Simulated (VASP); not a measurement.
Output of a VASP run:

### OUTCAR
```
 ion  position               nearest neighbor table
   1  0.000  0.000  0.000-   2 2.35   2 2.35   2 2.35   2 2.35   2 2.35   2 2.35
   2  0.500  0.500  0.500-   1 2.35   1 2.35   1 2.35   1 2.35   1 2.35   1 2.35
  LATTYP: Found a face centered cubic cell.
 ALAT       =     4.7000000000
 Subroutine PRICEL returns:
 Original cell was already a primitive cell.
 Subroutine GETGRP returns: Found 48 space group operations
The static configuration has the point symmetry O_h .
The dynamic configuration has the point symmetry O_h .
 Subroutine INISYM returns: Found 48 space group operations
 Subroutine IBZKPT returns following result:
 Found     72 irreducible k-points:

 Following reciprocal coordinates:
            Coordinates               Weight
  0.000000  0.000000  0.000000      1.000000
  0.083333  0.000000  0.000000      8.000000
  0.166667  0.000000  0.000000      8.000000
  0.250000  0.000000  0.000000      8.000000
  0.333333  0.000000  0.000000      8.000000
  0.416667  0.000000  0.000000      8.000000
  0.500000  0.000000  0.000000      4.000000
  0.083333  0.083333  0.000000      6.000000
  0.166667  0.083333  0.000000     24.000000
  0.250000  0.083333  0.000000     24.000000
  0.333333  0.083333  0.000000     24.000000
  0.416667  0.083333  0.000000     24.000000
  0.500000  0.083333  0.000000     24.000000
 -0.416667  0.083333  0.000000     24.000000
 -0.333333  0.083333  0.000000     24.000000
 -0.250000  0.083333  0.000000     24.000000
 -0.166667  0.083333  0.000000     24.000000
 -0.083333  0.083333  0.000000     12.000000
  0.166667  0.166667  0.000000      6.000000
  0.250000  0.166667  0.000000     24.000000
  0.333333  0.166667  0.000000     24.000000
  0.416667  0.166667  0.000000     24.000000
  0.500000  0.166667  0.000000     24.000000
 -0.416667  0.166667  0.000000     24.000000
 -0.333333  0.166667  0.000000     24.000000
 -0.250000  0.166667  0.000000     24.000000
 -0.166667  0.166667  0.000000     12.000000
  0.250000  0.250000  0.000000      6.000000
  0.333333  0.250000  0.000000     24.000000
  0.416667  0.250000  0.000000     24.000000
  0.500000  0.250000  0.000000     24.000000
 -0.416667  0.250000  0.000000     24.000000
 -0.333333  0.250000  0.000000     24.000000
 -0.250000  0.250000  0.000000     12.000000
  0.333333  0.333333  0.000000      6.000000
  0.416667  0.333333  0.000000     24.000000
  0.500000  0.333333  0.000000     24.000000
 -0.416667  0.333333  0.000000     24.000000
 -0.333333  0.333333  0.000000     12.000000
  0.416667  0.416667  0.000000      6.000000
   k-points           NKPTS =     72   k-points in BZ     NKDIM =     72   number of bands    NBANDS=     12
   number of dos      NEDOS =    301   number of ions     NIONS =      2
   total plane-waves  NPLWV =  21952
   dimension x,y,z NGX =    28 NGY =   28 NGZ =   28
   dimension x,y,z NGXF=    56 NGYF=   56 NGZF=   56
   ions per type =               1   1
   PREC   = accura    normal or accurate (medium, high low for compatibility)
   ISTART =      0    job   : 0-new  1-cont  2-samecut
   ICHARG =      2    charge: 1-file 2-atom 10-const
   ISPIN  =      1    spin polarized calculation?
   LNONCOLLINEAR =      F non collinear calculations
   LSORBIT =      F    spin-orbit coupling
   INIWAV =      1    electr: 0-lowe 1-rand  2-diag
   ENCUT  =  650.0 eV  47.77 Ry    6.91 a.u.   6.91  6.91  6.91*2*pi/ulx,y,z
   NELM   =    100;   NELMIN=  2; NELMDL= -5     # of ELM steps
   EDIFF  = 0.1E-05   stopping-criterion for ELM
   LREAL  =      F    real-space projection
   NLSPLINE    = F    spline interpolate recip. space projectors
   LMAXMIX     =    4 max onsite mixed and CHGCAR
   VOSKOWN=      0    Vosko Wilk Nusair interpolation
   EDIFFG = 0.1E-04   stopping-criterion for IOM
   NSW    =      0    number of steps for IOM
   NBLOCK =      1;   KBLOCK =      1    inner block; outer block
   IBRION =     -1    ionic relax: 0-MD 1-quasi-New 2-CG
...
```

**OSZICAR**
```
       N       E                     dE             d eps       ncg     rms          rms(c)
DAV:   1     0.131883431632E+03    0.13188E+03   -0.10289E+04  1728   0.160E+03
DAV:   2    -0.158110611234E+02   -0.14769E+03   -0.13964E+03  1992   0.366E+02
DAV:   3    -0.226125213693E+02   -0.68015E+01   -0.66106E+01  2536   0.706E+01
DAV:   4    -0.229266224790E+02   -0.31410E+00   -0.31390E+00  2340   0.135E+01
DAV:   5    -0.229319710497E+02   -0.53486E-02   -0.53481E-02  2468   0.169E+00    0.212E+01
DAV:   6    -0.196037695478E+02    0.33282E+01   -0.16588E+01  1948   0.285E+01    0.810E+00
DAV:   7    -0.194727185479E+02    0.13105E+00   -0.77525E-01  2020   0.716E+00    0.591E+00
DAV:   8    -0.194653655532E+02    0.73530E-02   -0.13961E-01  1876   0.358E+00    0.141E+00
DAV:   9    -0.194613324276E+02    0.40331E-02   -0.30691E-02  2164   0.119E+00    0.465E-01
DAV:  10    -0.194616577544E+02   -0.32533E-03   -0.20207E-03  1984   0.581E-01    0.351E-01
DAV:  11    -0.194614824912E+02    0.17526E-03   -0.67133E-04  1952   0.212E-01    0.172E-02
DAV:  12    -0.194614810218E+02    0.14694E-05   -0.11452E-05  2520   0.386E-02    0.115E-02
DAV:  13    -0.194614806520E+02    0.36984E-06   -0.30546E-07  1100   0.621E-03
   1 F= -.19461481E+02 E0= -.19461370E+02  d E =-.330768E-03
```

File OUTCAR:
```
------------------------ aborting loop because EDIFF is reached ----------------------------------------
  FORCE on cell =-STRESS in cart. coord.  units (eV):
  Direction    XX          YY          ZZ          XY          YZ          ZX
  --------------------------------------------------------------------------------------
  Total        0.2418260      0.2418260      0.2418260      0.0000000      0.0000000      0.0000000
  in kB       14.9272575     14.9272575     14.9272575      0.0000000      0.0000000      0.0000000
  external PRESSURE =      14.9272575 kB  Pullay stress =       0.0000000 kB
  volume of cell :       25.96
      direct lattice vectors                 reciprocal lattice vectors
     0.000000000  2.350000000  2.350000000    -0.212765957  0.212765957  0.212765957
     2.350000000  0.000000000  2.350000000     0.212765957 -0.212765957  0.212765957
     2.350000000  2.350000000  0.000000000     0.212765957  0.212765957 -0.212765957
 POSITION                                       TOTAL-FORCE (eV/Angst)
 -----------------------------------------------------------------------------------
      0.00000      0.00000      0.00000        -0.000000     -0.000000      0.000000
      2.35000      2.35000      2.35000         0.000000      0.000000     -0.000000
 -----------------------------------------------------------------------------------
    total drift:                                0.000000      0.000000      0.000000
  FREE ENERGIE OF THE ION-ELECTRON SYSTEM (eV)
  ---------------------------------------------------
  free  energy   TOTEN  =       -19.4614806520 eV

  energy  without entropy=      -19.4611498837  energy(sigma->0) =      -19.46137040
```
(Selected blocks of OUTCAR.)

File POSCAR:
```
ZrC
1
    0.0000000000     2.3500000000     2.3500000000
    2.3500000000     0.0000000000     2.3500000000
    2.3500000000     2.3500000000     0.0000000000
Zr C
1 1
Direct
  0.0000000000   0.0000000000   0.0000000000
  0.5000000000   0.5000000000   0.5000000000
```

Reconstruct the remaining input files.

One answer among several that fit: the input of the run itself, PBE GGA, plane waves, VASP's PBE PAW potentials (set 64).

KPOINTS:
```
K-points
0
Gamma
12 12 12
```

**INCAR**
```
! general
SYSTEM  = ZrC
PREC    = Accurate
ENCUT   = 650   ! plane-wave cut-off (eV)
LREAL   = .False.   ! projection in real space or not
LASPH   = .True.

! electronic loop
EDIFF   = 1E-6   ! SCF stop (eV)
NELM    = 100
ALGO    = Normal
LMAXMIX = 4

! smearing
ISMEAR  = 1   ! Methfessel-Paxton
SIGMA   = 0.1

! functional
GGA     = PE   ! PBE

! ions
ISIF    = 2   ! forces and stress, cell fixed

! output
LWAVE   = .False.
LCHARG  = .False.
```

POTCAR, in this order: Zr_sv C (PBE.64 set). Program: vasp_std.

The compound is ZrC in the rock salt structure. The cell was not relaxed at this level. The run is one of a series of settings (ENCUT = 650 against the base run), some of them coarse on purpose.
